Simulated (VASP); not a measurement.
```
SnTe
1.0
    0.00000     3.33571     3.33571
    3.33571     0.00000     3.33571
    3.33571     3.33571     0.00000
Sn Te
1 1
Cartesian
  0.00000   0.00000   0.00000
  3.33571   3.33571   3.33571
```

All values below come from vdW-DF2, VASP's PBE PAW potentials (set 64) (plane waves; VASP). Run with 520 eV cut-off, Gaussian smearing of 0.050 eV, potentials Sn_d Te.

Unless said otherwise, spin-orbit coupling is left out, though it shifts the bands of the heavy elements here.

**Question.** What does the run give for the band gap (along the path) with the smallest direct gap where there is one?

**Answer.** 
- band gap (along the path): 0.44 eV
- smallest direct gap (along the path): 0.44 eV

The absolute energy has meaning only against runs of the same code, potentials and settings.

The compound is SnTe in the rock salt structure, which distorts at low temperature. It was relaxed first, which changed the volume by +18 %.
